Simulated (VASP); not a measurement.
VASP runs on Ba2ScO3F (space group I4mm) share one base input (PBEsol GGA, plane waves, VASP's PBE PAW potentials (set 64)) and change the settings named in each case.

INCAR:
```
SYSTEM = Ba2ScO3F
PREC = Accurate
ENCUT = 400
EDIFF = 1E-6
NELM = 100
ALGO = Normal
LREAL = .FALSE.
LASPH = .TRUE.
ISMEAR = 0
SIGMA = 0.01
GGA = PS
LMAXMIX = 4
LWAVE = .FALSE.
LCHARG = .FALSE.
ISIF = 2
```

POSCAR:
```
Ba2ScO3F
1
   -2.0810050000     2.0810050000     6.8057400000
    2.0810050000    -2.0810050000     6.8057400000
    2.0810050000     2.0810050000    -6.8057400000
Ba Sc O F
2 1 3 1
Direct
  0.6366000000   0.6366000000   0.0000000000
  0.3613500000   0.3613500000   0.0000000000
  0.9874000000   0.9874000000   0.0000000000
  0.0059800000   0.5059800000   0.5000000000
  0.5059800000   0.0059800000   0.5000000000
  0.8381700000   0.8381700000   0.0000000000
  0.1645300000   0.1645300000   0.0000000000
```

KPOINTS:
```
Automatic mesh
0
Gamma
6 6 6
0 0 0
```

POTCAR, in this order: Ba_sv Sc_sv O F (PBE.64 set). Program: vasp_std.

```tsv
change	E(σ→0) (eV/atom)	pressure (GPa)	largest force (eV/Å)	gap on the mesh (eV)
base run	-7.3610	-6.38	0.161	3.45
GGA removed, POTCAR Ba_sv Sc_sv O F (LDA.64 set)	-7.7337	?	?	?
KPOINTS 8×8×8 Γ-centred mesh	-7.3610	-6.38	0.161	3.45
LDAU = .TRUE., LDAUJ = 0 0 0 0, LDAUL = -1 2 -1 -1, LDAUTYPE = 2, LDAUU = 0 8.0 0 0	-6.8902	?	?	?
```

Q: What belongs in the gaps?

A: 
- GGA removed, POTCAR Ba_sv Sc_sv O F (LDA.64 set), pressure (GPa): -9.44
- GGA removed, POTCAR Ba_sv Sc_sv O F (LDA.64 set), largest force (eV/Å): 0.230
- GGA removed, POTCAR Ba_sv Sc_sv O F (LDA.64 set), gap on the mesh (eV): 3.39
- LDAU = .TRUE., LDAUJ = 0 0 0 0, LDAUL = -1 2 -1 -1, LDAUTYPE = 2, LDAUU = 0 8.0 0 0, pressure (GPa): -0.93
- LDAU = .TRUE., LDAUJ = 0 0 0 0, LDAUL = -1 2 -1 -1, LDAUTYPE = 2, LDAUU = 0 8.0 0 0, largest force (eV/Å): 1.406
- LDAU = .TRUE., LDAUJ = 0 0 0 0, LDAUL = -1 2 -1 -1, LDAUTYPE = 2, LDAUU = 0 8.0 0 0, gap on the mesh (eV): 3.43

Energies of different potentials or functionals have different zeros.  Unless said otherwise, spin-orbit coupling is left out, though it shifts the bands of the heavy elements here. At 400 eV the pressure can carry a Pulay error.

Left out are runs that ran out of time, are held back, or changed the cell or the kind of run, fixed moments of cells without a moment, rows past the twelfth, gaps on odd meshes, pressures of charged cells and columns that move by less than the noise.

The structure comes from a computed database's Ba2ScO3F entry; how it stands against other phases isn't given here. The cell was not relaxed at this level, forces remain on its atoms.
